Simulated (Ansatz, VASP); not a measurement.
**Cu in two plane-wave programs**

Wanted: the spread between two codes on one cell, functional and k mesh. Of the first pair: The cell is taken from a series of runs on this material, whose earlier steps may have relaxed, scaled, displaced or heated it; both programs get it as it stands.

Method: plane waves, with VASP 6.6.1 beside it; relaxation of cell and atoms at PBEsol and single point at PBEsol, in Ansatz 0.2.0.

## (1) Set-up

Symmetry: Fm-3m, No. 225, cubic system. The conventional cell has a = 3.563 Å, b = 3.563 Å, c = 3.563 Å, α = 90.00°, β = 90.00°, γ = 90.00°. Cu has 12 Cu at 2.52 Å nearest.

## (2) Ansatz: relaxation of cell and atoms, PBEsol

Ansatz runs on its PAW soft_1 files.

The relaxed volume is the usual yardstick between codes: in a stiff, nearly cubic crystal its relative difference is about their pressure difference at one cell divided by the bulk modulus.

Contents of input.yaml:

```yaml
crystal:
  lattice:
    - [0.0, 1.7813165337, 1.7813165337]
    - [1.7813165337, 0.0, 1.7813165337]
    - [1.7813165337, 1.7813165337, 0.0]
  atoms:
    - { symbol: Cu, position: [0.0, 0.0, 0.0] }
kpoints:
  mp_grid: { grid: [21, 21, 21] }
scf:
  occupations: { method: fermi_dirac, width: 0.05 }
hamiltonian:
  xc: pbesol
  pseudopotentials: { kind: paw, azcp: { folder: soft_1 }, xc_functional: pbe }
basis:
  ecutwfc: 600
output:
  forces: true
  stress: true
  write_density: true
  write_potential: true
  elf: true
  volumetric_format: npy
relax:
  f_tol: 0.005
  max_steps: 70
  cell: { stress_tol: 0.02, p_target: 0 }
```

Command:

```console
ansatz run input.yaml --threads 4 --pin off --max-ram 10240MiB --backend cpu --events-out ev --progress --plain --runs-dir out
```

Numbers of over 12 decimals in the logs are rounded to 6 here.

Log:

```text
Engine: ansatz 0.2.0, aarch64-unknown-linux-gnu
Pseudopotentials: kind: paw
Pseudopotential: Cu, paw, valence charge 19, recommended cutoff 420 eV (normal), soft_1/Cu.paw.azcp
Functional definition: PBEsol
  exchange = pbesol_x
  correlation = pbesol_c
Crystal: 1 atoms, lattice volume = 11.305 Å³
Basis set: ecut = 600 eV, 339 PW (Γ), exchange–correlation on 48×48×48 points (8 copies of the dense FFT grid, shifted against one another)
Bands: 14, of which v1, the nominal top of the filled ones, is band 10 counted from 1 (9 counted from 0)
Symmetry: 48 space group operations
Space group: Fm-3m (ITA 225), of the structure as read, at distance tolerance 2.2e-5 Å
k-points: 286 of 9261
Non-local potential: Cu, projectors of the file, l = 0: 3, l = 1: 2, l = 2: 3, l = 3: 1
PAW form: soft (Blöchl's): semilocal exchange-correlation on the pseudo side does not see the compensation charge
PAW frozen core: Cu, regenerated for the run's functional, and the local potential with it (the file was generated under x = pbe(κ = 0.804, μ = 0.219515), c = pbe(β = 0.066725))
PAW one-centre angular grid: Cu, 590 points (default); XC on 64 Gauss nodes
Initial density: superposition of atomic densities (chi_scale 0.1, normalization cell)
Initial wavefunctions: pseudopotential atomic-orbital guess
Functional: x = pbesol(κ = 0.804, μ = 0.123457), c = pbesol(β = 0.046)
SCF iter   1: F=—  HF=-6589.889543 eV  |F-HF|=—  |Δ(HF+E_count)|=         —  Δρ=2.99e-1  dr2=5.93e0  ethr=3.10e-3  ⟨swp⟩=5.8  Hψ=20914  notcnv=0
preconditioner: auto → none  [metal: Δε(μ)=0.031 eV  Ē_g=16.272 eV  σ=0.050 eV  W_gap=0.15  n_scr=0 (ndim 8)  ℏωp=36.6 eV  f_vac=0.000  D(μ)=0.44/eV (n_scr^D=0)]
SCF iter   2: F=—  HF=-6588.800655 eV  |F-HF|=—  |Δ(HF+E_count)|=    1.09e0  Δρ=3.15e-2  dr2=8.46e-2  ethr=3.10e-3  ⟨swp⟩=2.5  Hψ=9649  notcnv=0  defer=61
SCF iter   3: F=—  HF=-6588.785732 eV  |F-HF|=—  |Δ(HF+E_count)|=   1.49e-2  Δρ=1.85e-2  dr2=2.67e-2  ethr=4.45e-4  ⟨swp⟩=2.0  Hψ=6833  notcnv=0  defer=77
SCF iter   4: F=—  HF=-6588.782626 eV  |F-HF|=—  |Δ(HF+E_count)|=   3.11e-3  Δρ=1.11e-3  dr2=6.57e-5  ethr=1.41e-4  ⟨swp⟩=2.0  Hψ=5099  notcnv=0  defer=77
SCF iter   5: F=—  HF=-6588.782673 eV  |F-HF|=—  |Δ(HF+E_count)|=   4.70e-5  Δρ=1.13e-4  dr2=1.69e-7  ethr=3.46e-7  ⟨swp⟩=2.0  Hψ=5521  notcnv=0  defer=77
SCF iter   6: F=—  HF=-6588.782675 eV  |F-HF|=—  |Δ(HF+E_count)|=   1.82e-6  Δρ=2.73e-5  dr2=6.68e-8  ethr=5.26e-10  ⟨swp⟩=7.2  Hψ=25698  notcnv=0
SCF iter   7: F=-6588.782675 eV  HF=-6588.782675 eV  |F-HF|=9.73e-11  |Δ(HF+E_count)|=   4.29e-8  Δρ=3.47e-7  dr2=5.36e-12  ethr=3.52e-10  ⟨swp⟩=7.0  Hψ=19492  notcnv=0
SCF 1 converged in 7 iterations: F = -6588.782675 eV  dr2 = 5.36e-12
  greatest PAW one-centre occupation: 1.000 electrons in one spin orbital (limit 2), on the Cu atom at site 0 (counted from 0), in its partial waves of l = 0
relax step   1: F+E_penalty+E_count = -6588.78267522 eV  Δ(F+E_penalty+E_count) = +0.000e0 eV  max|allowed force component| = 0.000e0 eV/Å  Δτ_max = 0.0000 Å  P = +0.006 GPa  Ω = 11.305 Å³  (7 SCF iters, dr2 threshold 1.00e-7 eV, accepted)
Initial density: handed on by an earlier stage of this run
Initial wavefunctions: pseudopotential atomic-orbital guess (no wavefunctions were taken with the density)
iter 1 solved again at ethr=1.76e-10 eV; its pass at ethr=3.10e-3 eV (dr2=3.34e-8 eV) is discarded
SCF iter   1: F=—  HF=-6588.782675 eV  |F-HF|=—  |Δ(HF+E_count)|=         —  Δρ=3.98e-7  dr2=9.36e-12  ethr=1.76e-10  ⟨swp⟩=4.0  Hψ=35002  notcnv=0
preconditioner: auto → none  [metal: Δε(μ)=0.089 eV  Ē_g=17.533 eV  σ=0.050 eV  W_gap=0.37  n_scr=0 (ndim 8)  ℏωp=36.6 eV  f_vac=0.000  D(μ)=0.37/eV (n_scr^D=0)]
SCF iter   2: F=—  HF=-6588.782675 eV  |F-HF|=—  |Δ(HF+E_count)|=   1.30e-7  Δρ=2.29e-6  dr2=3.00e-10  ethr=1.00e-12  ⟨swp⟩=2.3  Hψ=6605  notcnv=0
SCF iter   3: F=—  HF=-6588.782675 eV  |F-HF|=—  |Δ(HF+E_count)|=  1.46e-11  Δρ=1.13e-6  dr2=8.14e-11  ethr=1.00e-12  ⟨swp⟩=2.2  Hψ=5910  notcnv=0
SCF iter   4: F=-6588.782675 eV  HF=-6588.782675 eV  |F-HF|=0.00e0  |Δ(HF+E_count)|=  3.55e-11  Δρ=8.40e-8  dr2=4.79e-13  ethr=1.00e-12  ⟨swp⟩=3.8  Hψ=17375  notcnv=0
SCF 2 converged in 4 iterations: F = -6588.782675 eV  dr2 = 4.79e-13
relax step   2: F+E_penalty+E_count = -6588.78267522 eV  Δ(F+E_penalty+E_count) = -7.731e-11 eV  max|allowed force component| = 0.000e0 eV/Å  Δτ_max = 0.0000 Å  P = +0.006 GPa  Ω = 11.305 Å³  stress off target by 5.58e-3 GPa  SCF on the basis re-selected at this cell (its energy is not comparable with the rows above)  (4 SCF iters)
basis re-selected at this cell: Δ(F+E_penalty+E_count) = -7.731e-11 eV, ΔP = -0.000 GPa vs the last step (what re-selecting the basis moved, of the pressure what is left beyond the Pulay correction that the steps carried, after the strain that the cell walked since its last selection, with what the two solves' SCF thresholds leave and, on support functions, any second-order correction that the steps lacked; it is no  [...]
SCF converged after 4 iterations
Free energy (F): -6588.782675 eV
Harris-Foulkes:  -6588.782675 eV  (|F-HF|=0.00e0)
Internal energy: -6588.779676 eV  (E = F + TS)
E sigma→0 (E₀):  -6588.781175 eV
Entropy (-TS):   -0.003000 eV (-3.000 meV/atom)
Fermi energy:    17.148907 eV
--- Per-component energies (eV) ---
  E_band       = -353.791697
  E_kinetic    = 262.647558
  E_local      = -4422.254431  (includes V_loc(G=0)·N_el)
  E_nonlocal   = 891.310353
  E_hartree    = 1871.846689
  E_xc         = -69.071539
  E_vxc        = -89.537059  (∫ρ·V_xc dr)
  E_paw        = -1778.556784  (= ΣΔE_a)
  E_vpaw       = -739.651786  (= ΣTr[D̂ρ^β])
  E_aug_tail   = 0.000350  (compensation charges beyond the density's cutoff)
  E_ewald      = -3344.908074
  E_core_change = 0.206203  (= ΣΔE_core)
  E_smearing   = -0.003000  (= −TS)
  E_closure    = -0.000000  (closes the sum)
  Σ components = -6588.782675   (vs F -6588.782675, Δ=0.00e0)
--- Forces (eV/Å), atoms counted from 1 ---
  atom   1  Cu     0.00000000    -0.00000000     0.00000000
  max |Σ_I F_I| component: 2.63e-31 eV/Å
--- Stress (GPa, compression-positive) ---
        0.005577       0.000000      -0.000000
        0.000000       0.005577       0.000000
       -0.000000       0.000000       0.005577
  P = ⅓ Tr σ = 0.0056 GPa (0.056 kbar)
--- Band table (eV; the first three rows and the last of 286) ---
  k-point 0: bands = [... 6 lower, 13.9546, 13.9546, 14.8565, 14.8565, 40.0536, 42.9173, 42.9173, 42.9173]
  k-point 1: bands = [... 6 lower, 13.9718, 13.9718, 14.8495, 14.8495, 39.6373, 41.6938, 42.6255, 42.6255]
  k-point 2: bands = [... 6 lower, 14.0186, 14.0186, 14.8331, 14.8331, 37.8367, 40.9173, 42.0526, 42.0526]
  k-point 285: bands = [... 6 lower, 13.4725, 14.8128, 15.6108, 22.7118, 23.8073, 25.8621, 26.4228, 45.2064]
--- Relaxed structure (1 steps of the walk, 1 accepted, 1 SCFs on fresh bases) ---
  F+E_penalty+E_count = -6588.78267522 eV   max|allowed force component| = 0.000e0 eV/Å   (the final SCF, on the basis selected at the relaxed cell)
  cell:  # Å, volume = 11.3046 Å³
    - [0.0, 1.7813165337, 1.7813165337]
    - [1.7813165337, 0.0, 1.7813165337]
    - [1.7813165337, 1.7813165337, 0.0]
  atoms:
    - { symbol: Cu, position: [0.0, 0.0, 0.0] }
```

Reading the cycles: dr2 is the Hartree energy of the density residual (eV), the measure of convergence; HF is the Harris–Foulkes estimate of the energy, which meets the free energy F at convergence.

## (3) VASP: relaxation of cell and atoms, PBEsol

The same cell, functional, mesh and smearing now go to VASP, with its own data sets.

Lines of VASP's logs that name or quote its potential files are left out, and so is its time.

Contents of INCAR:

```
SYSTEM = Cu
PREC = Accurate
ENCUT = 600
EDIFF = 1E-07
NELM = 120
ISMEAR = -1
SIGMA = 0.05
LREAL = .FALSE.
ALGO = Normal
GGA = PS
NBANDS = 11
LASPH = .TRUE.
LORBIT = 11
LWAVE = .FALSE.
LCHARG = .FALSE.
ISIF = 3
IBRION = 2
NSW = 80
EDIFFG = -0.005
GGA_COMPAT = .FALSE.
NELMIN = 4
KPAR = 2
```

Contents of POSCAR:

```
Cu
1.0
    0.0000000000      1.7813165337      1.7813165337
    1.7813165337      0.0000000000      1.7813165337
    1.7813165337      1.7813165337      0.0000000000
Cu
1
Direct
    0.0000000000      0.0000000000      0.0000000000
```

Contents of KPOINTS:

```
Automatic mesh
0
Gamma
21 21 21
0 0 0
```

PAW data sets: Cu (PBE family, release 64).

Command:

```console
mpirun -np 2 vasp_std
```

Log:

```text
[banner, memory and clock lines left out]
running    2 mpi-ranks, on    1 nodes
 distrk:  each k-point on    1 cores,    2 groups
 distr:  one band on    1 cores,    1 groups

 POSCAR found type information on POSCAR Cu
 POSCAR found :  1 types and       1 ions
|                                                                             |
|               ----> ADVICE to this user running VASP <----                  |
|                                                                             |
|     You enforced a specific xc type in the INCAR file but a different       |
|     [... a line on the potential file left out ...]
|     I HOPE YOU KNOW WHAT YOU ARE DOING!                                     |
|                                                                             |

 LDA part: xc-table for (Slater+PW92), standard interpolation
 POSCAR, INCAR and KPOINTS ok, starting setup
 FFT: planning ... GRIDC
 FFT: planning ... GRID_SOFT
 FFT: planning ... GRID
 WAVECAR not read
 entering main loop
       N       E                     dE             d eps       ncg     rms          rms(c)
DAV:   1     0.433210450516E+02    0.43321E+02   -0.60293E+03  6849   0.191E+03
DAV:   2    -0.420535760022E+01   -0.47526E+02   -0.44347E+02  6435   0.216E+02
DAV:   3    -0.540284425693E+01   -0.11975E+01   -0.11878E+01  7212   0.417E+01
DAV:   4    -0.541048308377E+01   -0.76388E-02   -0.76373E-02  6981   0.295E+00
DAV:   5    -0.541056126698E+01   -0.78183E-04   -0.78183E-04  7183   0.296E-01    0.844E+00
DAV:   6    -0.473596038636E+01    0.67460E+00   -0.17737E+01  7292   0.873E+01    0.413E+00
DAV:   7    -0.432368931175E+01    0.41227E+00   -0.26722E+00  7272   0.337E+01    0.605E-01
DAV:   8    -0.431021074670E+01    0.13479E-01   -0.56418E-03  6978   0.115E+00    0.303E-01
DAV:   9    -0.430853165021E+01    0.16791E-02   -0.93057E-03  7443   0.179E+00    0.214E-02
DAV:  10    -0.430854001799E+01   -0.83678E-05   -0.30310E-05  8928   0.920E-02    0.629E-03
DAV:  11    -0.430854094846E+01   -0.93047E-06   -0.55394E-07  7388   0.147E-02    0.316E-04
DAV:  12    -0.430854096779E+01   -0.19333E-07   -0.86516E-09  3897   0.143E-03
   1 F= -.43085410E+01 E0= -.43070320E+01  d E =-.430854E+01
 curvature:   0.00 expect dE= 0.000E+00 dE for cont linesearch  0.000E+00
 trial: gam= 0.00000 g(F)=  0.188E-62 g(S)=  0.503E-03 ort = 0.000E+00 (trialstep = 0.100E+01)
 search vector abs. value=  0.503E-03
 bond charge predicted
       N       E                     dE             d eps       ncg     rms          rms(c)
DAV:   1    -0.432568747263E+01   -0.17147E-01   -0.29324E-01  7393   0.126E+01    0.107E+00
DAV:   2    -0.431409327166E+01    0.11594E-01   -0.22601E-01  7225   0.952E+00    0.417E-01
DAV:   3    -0.430908062428E+01    0.50126E-02   -0.34936E-02  7224   0.387E+00    0.154E-01
DAV:   4    -0.430860926102E+01    0.47136E-03   -0.66958E-04  8077   0.296E-01    0.914E-03
DAV:   5    -0.430860998170E+01   -0.72068E-06   -0.57140E-06  7909   0.384E-02    0.499E-03
DAV:   6    -0.430861024816E+01   -0.26646E-06   -0.89442E-07  5269   0.154E-02    0.303E-04
DAV:   7    -0.430861022499E+01    0.23169E-07   -0.21511E-08  3659   0.224E-03
   2 F= -.43086102E+01 E0= -.43070824E+01  d E =-.692572E-04
 trial-energy change:   -0.000069  1 .order   -0.000073   -0.000503    0.000357
 step:   0.5786(harm=  0.5847)  dis= 0.00000  next Energy=    -4.308686 (dE=-0.145E-03)
 bond charge predicted
       N       E                     dE             d eps       ncg     rms          rms(c)
DAV:   1    -0.431173730159E+01   -0.31271E-02   -0.51846E-02  7381   0.522E+00    0.457E-01
DAV:   2    -0.430971095439E+01    0.20263E-02   -0.41716E-02  7219   0.410E+00    0.181E-01
DAV:   3    -0.430876607415E+01    0.94488E-03   -0.64357E-03  7201   0.166E+00    0.635E-02
DAV:   4    -0.430868476082E+01    0.81313E-04   -0.95133E-05  7858   0.103E-01    0.175E-03
DAV:   5    -0.430868465359E+01    0.10723E-06   -0.64091E-07  7280   0.980E-03    0.213E-03
DAV:   6    -0.430868428510E+01    0.36849E-06   -0.17869E-07  4199   0.707E-03    0.183E-04
DAV:   7    -0.430868430831E+01   -0.23214E-07   -0.29080E-09  3293   0.995E-04
   3 F= -.43086843E+01 E0= -.43071645E+01  d E =-.143341E-03
 curvature:  -0.29 expect dE=-0.588E-07 dE for cont linesearch -0.588E-07
 trial: gam=-0.01960 g(F)=  0.147E-63 g(S)=  0.201E-06 ort = 0.101E-04 (trialstep = 0.916E+00)
 search vector abs. value=  0.180E-09
 reached required accuracy - stopping structural energy minimisation
```

From OUTCAR (step 3):

```text
ion  position               nearest neighbor table
   1  0.000  0.000  0.000-

  LATTYP: Found a face centered cubic cell.
 ALAT       =     3.5626330674

 Subroutine GETGRP returns: Found 48 space group operations
 (whereof 48 operations were pure point group operations)

The static configuration has the point symmetry O_h .

 Found    286 irreducible k-points:

   k-points           NKPTS =    286   k-points in BZ     NKDIM =    286   number of bands    NBANDS=     11

   dimension x,y,z NGX =    20 NGY =   20 NGZ =   20
   dimension x,y,z NGXF=    40 NGYF=   40 NGZF=   40

   ENCUT  =  600.0 eV  44.10 Ry    6.64 a.u.   5.03  5.03  5.03*2*pi/ulx,y,z

   NELECT =      11.0000    total number of electrons

 k-points in reciprocal lattice and weights: Automatic mesh
   0.00000000  0.00000000  0.00000000       0.000
   0.04761905  0.00000000  0.00000000       0.001
   0.09523810  0.00000000  0.00000000       0.001
   0.14285714  0.00000000  0.00000000       0.001
   0.19047619  0.00000000  0.00000000       0.001
   0.23809524  0.00000000  0.00000000       0.001
   0.28571429  0.00000000  0.00000000       0.001
   0.33333333  0.00000000  0.00000000       0.001
   0.38095238  0.00000000  0.00000000       0.001
[...]
-0.28571429  0.47619048  0.19047619       0.003
  -0.28571429  0.47619048  0.23809524       0.003

 average (electrostatic) potential at core
       1 -63.1846

 E-fermi :   7.9287

 k-point     1 :       0.0000    0.0000    0.0000
  band No.  band energies     occupation
    ...
      2       4.7365      2.00000
      3       4.7365      2.00000
      4       4.7365      2.00000
      5       5.6199      2.00000
      6       5.6199      2.00000
      7      30.7830      0.00000
      8      33.7006      0.00000
      9      33.7006      0.00000
     10      33.7006      0.00000
     11      36.2134      0.00000

 k-point     2 :       0.0476    0.0000    0.0000
  band No.  band energies     occupation
    ...
      2       4.7174      2.00000
      3       4.7534      2.00000
      4       4.7534      2.00000
      5       5.6129      2.00000
      6       5.6129      2.00000
      7      30.3755      0.00000
      8      32.4763      0.00000
      9      33.4154      0.00000
     10      33.4154      0.00000
     11      36.6160      0.00000

 k-point     3 :       0.0952    0.0000    0.0000
  band No.  band energies     occupation
    ...
      2       4.6641      2.00000
      3       4.7991      2.00000
      4       4.7991      2.00000
      5       5.5969      2.00000
      6       5.5969      2.00000
      7      28.5986      0.00000
      8      31.6748      0.00000
      9      32.8501      0.00000
     10      32.8501      0.00000
     11      37.5047      0.00000

  Total        0.0011788      0.0011788      0.0011788      0.0000000     -0.0000000      0.0000000
  in kB        0.1662420      0.1662420      0.1662420      0.0000000     -0.0000000      0.0000000
  external PRESSURE =       0.1662420 kB  Pullay stress =       0.0000000 kB

  energy-cutoff  :      600.00
  volume of cell :       11.36
      direct lattice vectors                 reciprocal lattice vectors
    -0.000000000  1.784247596  1.784247596    -0.280230166  0.280230166  0.280230166
     1.784247596  0.000000000  1.784247596     0.280230166 -0.280230166  0.280230166
     1.784247596  1.784247596 -0.000000000     0.280230166  0.280230166 -0.280230166

 POSITION                                       TOTAL-FORCE (eV/Angst)
 -----------------------------------------------------------------------------------
     -0.00000      0.00000      0.00000        -0.000000      0.000000      0.000000
 -----------------------------------------------------------------------------------
    total drift:                                0.000000      0.000000      0.000000

  FREE ENERGIE OF THE ION-ELECTRON SYSTEM (eV)
  ---------------------------------------------------
  free  energy   TOTEN  =        -4.3086843083 eV

  energy  without entropy=       -4.3056446873  energy(sigma->0) =       -4.30716450

 reached required accuracy - stopping structural energy minimisation

 total charge
# of ion       s       p       d       tot
------------------------------------------
    1        0.463   0.416   9.170  10.049

[... 3 further parts left out ...]
```

CONTCAR:

```
Cu
   1.00000000000000
    -0.0000000000000000    1.7842475955927350    1.7842475955927350
     1.7842475955927350    0.0000000000000000    1.7842475955927350
     1.7842475955927350    1.7842475955927350   -0.0000000000000000
  Cu
     1
Direct
     0.0000000000000000    0.0000000000000000    0.0000000000000000
```

## (4) Side by side

Known differences besides the potentials themselves: the data sets hold 19 valence electrons in Ansatz (on its PAW soft_1 files) and 11 in VASP; Ansatz makes its cores anew for this functional, VASP keeps those of its PBE data sets; Ansatz adds a Pulay correction to the stress that steers its cell, VASP none. Total energies have different zeros and are not compared.

The two programs side by side:

```csv
quantity,Ansatz,VASP,difference
volume (Å³),11.30,11.36,-0.49 %
"edge a after relaxation, in the typed setting (Å)",2.519,2.523,-0.16 %
```

## (5) Ansatz: relaxation, PBEsol

This run makes the geometry at which the two programs are then compared.

The structure compared here is the end of the Ansatz relaxation.

Changes to input.yaml since step 2:

```diff
@@ -19,6 +19,2 @@
   stress: true
-  write_density: true
-  write_potential: true
-  elf: true
-  volumetric_format: npy
 relax:
@@ -26,2 +22,2 @@
   max_steps: 70
-  cell: { stress_tol: 0.02, p_target: 0 }
+  cell: { stress_tol: 0.02, p_target: 5 }
```

Command:

```console
ansatz run input.yaml --threads 4 --pin off --max-ram 10240MiB --backend cpu --events-out ev --progress --plain --runs-dir out
```

Log:

```text
[...]
Crystal: 1 atoms, lattice volume = 11.305 Å³
Basis set: ecut = 600 eV, 339 PW (Γ), exchange–correlation on 48×48×48 points (8 copies of the dense FFT grid, shifted against one another)
Bands: 14, of which v1, the nominal top of the filled ones, is band 10 counted from 1 (9 counted from 0)
Symmetry: 48 space group operations
[...]
k-points: 286 of 9261
[...]
--- Stress (GPa, compression-positive) ---
        5.002422       0.000000       0.000000
        0.000000       5.002422       0.000000
        0.000000       0.000000       5.002422
  P = ⅓ Tr σ = 5.0024 GPa (50.024 kbar)
--- Relaxed structure (4 steps of the walk, 4 accepted, 1 SCFs on fresh bases) ---
[...]
cell:  # Å, volume = 10.9958 Å³
    - [0, 1.764950, 1.764950]
    - [1.764950, 0, 1.764950]
    - [1.764950, 1.764950, 0]
  atoms:
    - { symbol: Cu, position: [0.0, 0.0, 0.0] }
[key lines of the parts left out:]
SCF converged after 5 iterations
Free energy (F): -6588.777981 eV
Fermi energy:    17.776968 eV
```

[end of part 1 of 2]

[Lines on the potential files, build, host, timing and source positions are cut from VASP's logs without a mark.]

[Logs are printed without paths, hosts, clocks, repeated set-up lines and the standing remarks that a program may print on its own settings, such as how far it seeks lower states.]

[Hosts, paths, dates, database ids (printed as entryN), source tags and the programs' standing remarks are cut or masked in the printed files.]
